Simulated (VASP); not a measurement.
These are optB86b-vdW, VASP's PBE PAW potentials (set 64) (plane waves; VASP) values and carry that method's errors.

VASP input:

POSCAR:
```
Te
1
    2.1736225054    -3.7648243318     0.0000000000
    2.1736225054     3.7648243318     0.0000000000
    0.0000000000     0.0000000000     5.9524618790
Te
3
Direct
  0.0000000000   0.2783722336   0.6666670000
  0.7216277664   0.7216277664   0.0000000000
  0.2783722336   0.0000000000   0.3333330000
```

KPOINTS:
```
kpoints
0
Gamma
  6 6 4
0 0 0
```

### INCAR
```
! general
SYSTEM   = Te
PREC     = Accurate
ENCUT    = 520
LREAL    = .FALSE.
LASPH    = .TRUE.

! electronic loop
EDIFF    = 1E-7
NELM     = 100
ALGO     = Normal
LMAXMIX  = 4

! smearing
ISMEAR   = 0
SIGMA    = 0.05

! functional
GGA      = MK
LUSE_VDW = .TRUE.
AGGAC    = 0.0
PARAM1   = 0.1234
PARAM2   = 1.0

! ions
IBRION   = 2
NSW      = 30
ISIF     = 4
EDIFFG   = -0.01

! output
LWAVE    = .FALSE.
LCHARG   = .FALSE.
```

POTCAR, in this order: Te (PBE.64 set). Program: vasp_std.

Output of the run:

**OUTCAR**
```
 ion  position               nearest neighbor table
   1  0.000  0.278  0.667-   2 2.89   3 2.89   2 3.38   2 3.38   3 3.38   3 3.38
   2  0.722  0.722  0.000-   3 2.89   1 2.89   1 3.38   3 3.38   3 3.38   1 3.38
   3  0.278  0.000  0.333-   2 2.89   1 2.89   2 3.38   2 3.38   1 3.38   1 3.38
  LATTYP: Found a hexagonal cell.
 ALAT       =     4.3472447648
 C/A-ratio  =     1.3692493064
 Subroutine PRICEL returns:
 Original cell was already a primitive cell.
 Subroutine GETGRP returns: Found  6 space group operations
The static configuration has the point symmetry C_2 .
 The point group associated with its full space group is D_3 .
The dynamic configuration has the point symmetry C_2 .
 Subroutine INISYM returns: Found  6 space group operations
 Subroutine IBZKPT returns following result:
 Found     24 irreducible k-points:

 Following reciprocal coordinates:
            Coordinates               Weight
  0.000000  0.000000  0.000000      1.000000
  0.166667 -0.000000  0.000000      6.000000
  0.333333 -0.000000  0.000000      6.000000
  0.500000  0.000000  0.000000      3.000000
  0.166667  0.166667  0.000000      6.000000
  0.333333  0.166667  0.000000     12.000000
  0.333333  0.333333  0.000000      2.000000
  0.000000  0.000000  0.250000      2.000000
  0.166667 -0.000000  0.250000      6.000000
 -0.000000  0.166667  0.250000      6.000000
  0.333333 -0.000000  0.250000      6.000000
 -0.000000  0.333333  0.250000      6.000000
  0.500000  0.000000  0.250000      6.000000
  0.166667  0.166667  0.250000     12.000000
  0.333333  0.166667  0.250000     12.000000
 -0.166667  0.500000  0.250000     12.000000
  0.333333  0.333333  0.250000      4.000000
  0.000000  0.000000  0.500000      1.000000
  0.166667 -0.000000  0.500000      6.000000
  0.333333 -0.000000  0.500000      6.000000
  0.500000  0.000000  0.500000      3.000000
...
```

### OSZICAR
```
       N       E                     dE             d eps       ncg     rms          rms(c)
DAV:   1     0.825484668798E+02    0.82548E+02   -0.65911E+03   624   0.111E+03
DAV:   2     0.113878365833E+01   -0.81410E+02   -0.78381E+02   852   0.156E+02
DAV:   3    -0.388930996096E+01   -0.50281E+01   -0.49968E+01   749   0.446E+01
DAV:   4    -0.397852516861E+01   -0.89215E-01   -0.89145E-01   800   0.712E+00
DAV:   5    -0.397972747352E+01   -0.12023E-02   -0.12023E-02   757   0.767E-01    0.131E+01
DAV:   6    -0.396834534367E+01    0.11382E-01   -0.17911E-02   664   0.942E-01    0.828E+00
DAV:   7    -0.396921254966E+01   -0.86721E-03   -0.36805E-02   669   0.138E+00    0.278E-01
DAV:   8    -0.396859181097E+01    0.62074E-03   -0.64384E-03   639   0.526E-01    0.164E-01
DAV:   9    -0.396862217368E+01   -0.30363E-04   -0.19129E-04   801   0.109E-01    0.101E-01
DAV:  10    -0.396865855538E+01   -0.36382E-04   -0.47621E-05   650   0.555E-02    0.321E-02
DAV:  11    -0.396865506734E+01    0.34880E-05   -0.15366E-05   669   0.270E-02    0.117E-02
DAV:  12    -0.396865524794E+01   -0.18060E-06   -0.13867E-06   729   0.795E-03    0.376E-03
DAV:  13    -0.396865516553E+01    0.82404E-07   -0.26709E-07   594   0.402E-03
   1 F= -.39686552E+01 E0= -.39682172E+01  d E =-.396866E+01
       N       E                     dE             d eps       ncg     rms          rms(c)
DAV:   1    -0.397162167919E+01   -0.29664E-02   -0.11210E-01   624   0.190E+00    0.316E-01
DAV:   2    -0.397199040159E+01   -0.36872E-03   -0.48354E-03   704   0.436E-01    0.715E-02
DAV:   3    -0.397194432171E+01    0.46080E-04   -0.85781E-05   694   0.698E-02    0.499E-02
DAV:   4    -0.397192916542E+01    0.15156E-04   -0.57280E-05   644   0.483E-02    0.157E-02
DAV:   5    -0.397192978181E+01   -0.61639E-06   -0.62531E-06   669   0.160E-02    0.678E-03
DAV:   6    -0.397192974574E+01    0.36071E-07   -0.21657E-07   541   0.395E-03
   2 F= -.39719297E+01 E0= -.39714256E+01  d E =-.327458E-02
       N       E                     dE             d eps       ncg     rms          rms(c)
DAV:   1    -0.397269476534E+01   -0.76498E-03   -0.70153E-01   624   0.476E+00    0.755E-01
DAV:   2    -0.397499954081E+01   -0.23048E-02   -0.30204E-02   704   0.109E+00    0.176E-01
DAV:   3    -0.397471553349E+01    0.28401E-03   -0.53955E-04   689   0.175E-01    0.119E-01
DAV:   4    -0.397463546567E+01    0.80068E-04   -0.34492E-04   649   0.118E-01    0.369E-02
DAV:   5    -0.397464056806E+01   -0.51024E-05   -0.37107E-05   659   0.389E-02    0.164E-02
DAV:   6    -0.397464097253E+01   -0.40447E-06   -0.14253E-06   824   0.958E-03    0.997E-03
DAV:   7    -0.397464091407E+01    0.58463E-07   -0.24948E-07   464   0.365E-03
   3 F= -.39746409E+01 E0= -.39741238E+01  d E =-.598575E-02
       N       E                     dE             d eps       ncg     rms          rms(c)
DAV:   1    -0.397468247118E+01   -0.41499E-04   -0.14718E-02   624   0.690E-01    0.109E-01
DAV:   2    -0.397473216136E+01   -0.49690E-04   -0.62581E-04   704   0.157E-01    0.251E-02
DAV:   3    -0.397472714023E+01    0.50211E-05   -0.11035E-05   689   0.250E-02    0.170E-02
DAV:   4    -0.397472652871E+01    0.61152E-06   -0.71489E-06   649   0.170E-02    0.530E-03
DAV:   5    -0.397472674863E+01   -0.21993E-06   -0.71592E-07   664   0.543E-03    0.235E-03
DAV:   6    -0.397472681361E+01   -0.64980E-07   -0.23926E-08   312   0.135E-03
   4 F= -.39747268E+01 E0= -.39742005E+01  d E =-.607165E-02
```

OUTCAR:
```
------------------------ aborting loop because EDIFF is reached ----------------------------------------
  FORCE on cell =-STRESS in cart. coord.  units (eV):
  Direction    XX          YY          ZZ          XY          YZ          ZX
  --------------------------------------------------------------------------------------
  Total        0.5999650      0.5999649      0.5672006      0.0000000      0.0000000     -0.0000000
  in kB        9.8669076      9.8669060      9.3280699      0.0000000      0.0000000     -0.0000000
  external PRESSURE =       9.6872945 kB  Pullay stress =       0.0000000 kB
  volume of cell :       97.42
      direct lattice vectors                 reciprocal lattice vectors
     2.160170392 -3.741524565  0.000000000     0.231463222 -0.133635365  0.000000000
     2.160170392  3.741524565 -0.000000000     0.231463222  0.133635365 -0.000000000
    -0.000000000  0.000000000  6.026828750    -0.000000000  0.000000000  0.165924741
 POSITION                                       TOTAL-FORCE (eV/Angst)
 -----------------------------------------------------------------------------------
      2.77138     -2.68288      4.01789         0.003303      0.005720     -0.000000
      3.09792      0.00000      0.00000        -0.006605      0.000000     -0.000000
      2.77138      2.68288      2.00894         0.003303     -0.005720      0.000000
 -----------------------------------------------------------------------------------
    total drift:                               -0.000185     -0.000392      0.000015
  FREE ENERGIE OF THE ION-ELECTRON SYSTEM (eV)
  ---------------------------------------------------
  free  energy   TOTEN  =        -3.9747268136 eV

  energy  without entropy=       -3.9736742676  energy(sigma->0) =       -3.97420054

 reached required accuracy - stopping structural energy minimisation
```
(Selected blocks of OUTCAR.)

**CONTCAR**
```
Te
   1.00000000000000
     2.1601703921735158   -3.7415245648524031    0.0000000000000000
     2.1601703921735158    3.7415245648524031   -0.0000000000000000
    -0.0000000000000000    0.0000000000000000    6.0268287499027373
  Te
     3
Direct
     0.9999999999981277    0.2829446148443996    0.6666669999999968
     0.7170553851574727    0.7170553851574727    0.0000000000000000
     0.2829446148443996    0.9999999999981277    0.3333330000000032
```

The compound is Te in the trig structure. This cell is one point of a volume scan, at 0.97 of the reference volume. Symmetry was kept, so distortions that lower it aren't found.
